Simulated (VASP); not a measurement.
# Quasiparticle energies of C (Diamond) in VASP, part 3 of 7

Wanted: how far GW moves the Kohn-Sham levels of C (Diamond). The cell has space group Fd-3m. The start is a cell from a database of measured crystal structures.

VASP 6.6.1, plane waves and PAW; the level of theory is named at each step.

So far. Step 2 (Ground state): The cell has a gap of 4.10 eV on mesh and path and a pressure of -18.2 GPa, which holds the misfit of the given cell and coordinates with this functional, and any error of cutoff, mesh and data sets. Step 3 (Empty bands, functional LDA): WAVECAR now holds 64 bands for 8 electrons. Its independent-particle dielectric tensor has xx, yy, zz = 6.0, 6.0, 6.0 on this mesh.

### 4. evGW0 (continued)

Level of this step: evGW0 on LDA; plane waves and PAW (C_GW) (VASP).

Parts of OUTCAR (step 4):

```text
 Found     29 irreducible k-points:

   k-points           NKPTS =     29   k-points in BZ     NKDIM =    512   number of bands    NBANDS=     64

   NELECT =       8.0000    total number of electrons

 E-fermi :  11.8104

 QP shifts <psi_nk| G(iteration)W_0 |psi_nk>: iteration 1
 for sc-GW calculations column KS-energies equals QP-energies in previous step
 and V_xc(KS)=  KS-energies - (<T + V_ion + V_H > + <T+V_H+V_ion>^1  + <V_x>^1)
 k-point   1 :       0.0000    0.0000    0.0000
  band No.  KS-energies  QP-energies   sigma(KS)   V_xc(KS)     V^pw_x(r,r')   Z            occupation Imag(sigma)
      1     -11.5539     -13.1759     -16.9281     -14.7770     -25.3285       0.7540       2.0000       1.4566
      2       9.7590       9.3059     -17.5366     -16.9880     -19.0633       0.8259       2.0000       0.0740
      3       9.7590       9.3059     -17.5366     -16.9880     -19.0633       0.8259       2.0000       0.0740
      4       9.7590       9.3059     -17.5366     -16.9880     -19.0633       0.8259       2.0000       0.0740
      5      15.3056      16.5997     -14.2108     -15.7850      -9.3898       0.8220       0.0000      -0.0973
      6      15.3056      16.5997     -14.2108     -15.7850      -9.3898       0.8220       0.0000      -0.0973
      7      15.3056      16.5997     -14.2108     -15.7850      -9.3898       0.8220       0.0000      -0.0973
      8      23.3131      24.2134     -15.0928     -16.2644      -7.7007       0.7685       0.0000      -0.2565
    ...

 k-point   2 :       0.1250    0.0000    0.0000
  band No.  KS-energies  QP-energies   sigma(KS)   V_xc(KS)     V^pw_x(r,r')   Z            occupation Imag(sigma)
      1     -11.1223     -12.7250     -16.9285     -14.8073     -25.2189       0.7556       2.0000       1.3981
      2       7.3812       6.7245     -17.2196     -16.4164     -19.3595       0.8176       2.0000       0.0930
      3       9.1117       8.6244     -17.4173     -16.8254     -19.0971       0.8234       2.0000       0.0778
      4       9.1117       8.6244     -17.4173     -16.8254     -19.0971       0.8234       2.0000       0.0778
      5      16.1597      17.4989     -14.3191     -15.9540      -9.2656       0.8191       0.0000      -0.1055
      6      16.1597      17.4989     -14.3191     -15.9540      -9.2656       0.8191       0.0000      -0.1055
      7      16.6053      17.8517     -14.4584     -15.9819      -9.3708       0.8181       0.0000      -0.1082
      8      23.6066      24.6203     -14.8976     -16.2173      -7.4459       0.7681       0.0000      -0.2658
    ...

 k-point   3 :       0.2500    0.0000    0.0000
  band No.  KS-energies  QP-energies   sigma(KS)   V_xc(KS)     V^pw_x(r,r')   Z            occupation Imag(sigma)
      1      -9.8400     -11.3820     -16.9453     -14.9048     -24.8990       0.7557       2.0000       1.2243
      2       3.2333       2.2351     -17.0705     -15.8134     -20.5841       0.7941       2.0000       0.1589
      3       8.0231       7.4464     -17.3768     -16.6728     -19.4226       0.8192       2.0000       0.0885
      4       8.0231       7.4464     -17.3768     -16.6728     -19.4226       0.8192       2.0000       0.0885
      5      17.4876      18.9027     -14.2256     -15.9626      -8.7398       0.8147       0.0000      -0.1223
      6      17.4876      18.9027     -14.2256     -15.9626      -8.7398       0.8147       0.0000      -0.1223
      7      17.9543      19.0347     -14.5029     -15.8328      -8.9674       0.8124       0.0000      -0.1270
      8      24.3490      25.6205     -14.2119     -15.8631      -6.6347       0.7700       0.0000      -0.2900
    ...

 QP shifts <psi_nk| G(iteration)W_0 |psi_nk>: iteration 2
 k-point   1 :       0.0000    0.0000    0.0000
  band No. old QP-enery  QP-energies   sigma(KS)   T+V_ion+V_H  V^pw_x(r,r')   Z            occupation Imag(sigma)
      1     -13.1759     -13.5131     -16.8451       3.2231     -25.3285       0.7559       2.0000       1.5498
      2       9.3059       9.2678     -17.4871      26.7470     -19.0633       0.8295       2.0000       0.0753
      3       9.3059       9.2678     -17.4871      26.7470     -19.0633       0.8295       2.0000       0.0753
      4       9.3059       9.2678     -17.4871      26.7470     -19.0633       0.8295       2.0000       0.0753
      5      16.5997      16.7518     -14.3066      31.0906      -9.3898       0.8249       0.0000      -0.1016
      6      16.5997      16.7518     -14.3066      31.0906      -9.3898       0.8249       0.0000      -0.1016
      7      16.5997      16.7518     -14.3066      31.0906      -9.3898       0.8249       0.0000      -0.1016
      8      24.2134      24.4371     -15.0740      39.5774      -7.7007       0.7713       0.0000      -0.2476
    ...

 QP shifts <psi_nk| G(iteration)W_0 |psi_nk>: iteration 3
 k-point   1 :       0.0000    0.0000    0.0000
  band No. old QP-enery  QP-energies   sigma(KS)   T+V_ion+V_H  V^pw_x(r,r')   Z            occupation Imag(sigma)
      1     -13.5131     -13.5800     -16.8248       3.2231     -25.3285       0.7552       2.0000       1.5774
      2       9.2678       9.2646     -17.4830      26.7470     -19.0633       0.8301       2.0000       0.0753
      3       9.2678       9.2646     -17.4830      26.7470     -19.0633       0.8301       2.0000       0.0753
      4       9.2678       9.2646     -17.4830      26.7470     -19.0633       0.8301       2.0000       0.0753
      5      16.7518      16.7722     -14.3141      31.0906      -9.3898       0.8254       0.0000      -0.1019
      6      16.7518      16.7722     -14.3141      31.0906      -9.3898       0.8254       0.0000      -0.1019
      7      16.7518      16.7722     -14.3141      31.0906      -9.3898       0.8254       0.0000      -0.1019
      8      24.4371      24.4778     -15.0876      39.5774      -7.7007       0.7711       0.0000      -0.2498
    ...

 QP shifts <psi_nk| G(iteration)W_0 |psi_nk>: iteration 4
 k-point   1 :       0.0000    0.0000    0.0000
  band No. old QP-enery  QP-energies   sigma(KS)   T+V_ion+V_H  V^pw_x(r,r')   Z            occupation Imag(sigma)
      1     -13.5800     -13.5925     -16.8196       3.2231     -25.3285       0.7552       2.0000       1.5843
      2       9.2646       9.2644     -17.4826      26.7470     -19.0633       0.8301       2.0000       0.0753
      3       9.2646       9.2644     -17.4826      26.7470     -19.0633       0.8301       2.0000       0.0753
      4       9.2646       9.2644     -17.4826      26.7470     -19.0633       0.8301       2.0000       0.0753
      5      16.7722      16.7752     -14.3148      31.0906      -9.3898       0.8254       0.0000      -0.1019
      6      16.7722      16.7752     -14.3148      31.0906      -9.3898       0.8254       0.0000      -0.1019
      7      16.7722      16.7752     -14.3148      31.0906      -9.3898       0.8254       0.0000      -0.1019
      8      24.4778      24.4846     -15.0908      39.5774      -7.7007       0.7712       0.0000      -0.2504
    ...

[... 8 parts as in an earlier step ...]

[... 26 further parts left out ...]
```

This step gave:

* quasiparticle gap on the mesh: 5.556 eV
* smallest direct quasiparticle gap on the mesh: 7.511 eV
* gap of the starting orbitals on the mesh: 4.103 eV

QP gap by iteration, by row:

| iteration | gap (eV) | direct gap (eV) |
| --- | --- | --- |
| 1 | 5.383 | 7.294 |
| 2 | 5.534 | 7.484 |
| 3 | 5.554 | 7.508 |
| 4 | 5.556 | 7.511 |

GW takes the gap from 4.103 to 5.556 eV. The value holds for 64 bands, ENCUTGW = 180 eV and this mesh, and isn't shown to be converged in them.

[end of part 3 of 7]

[Lines on the potential files, build, host, timing and source positions are cut from VASP's logs without a mark.]

[Logs are printed without paths, hosts, clocks, repeated set-up lines and the standing remarks that a program may print on its own settings, such as how far it seeks lower states.]

[Hosts, paths, dates, database ids (printed as entryN), source tags and the programs' standing remarks are cut or masked in the printed files.]

[Pressures printed for these runs are not shown converged in the cutoff: they can be off by several GPa and have the wrong sign.]

[In band tables of VASP the shares of atoms and orbitals are scaled to a sum of 1 inside the atoms' spheres.]
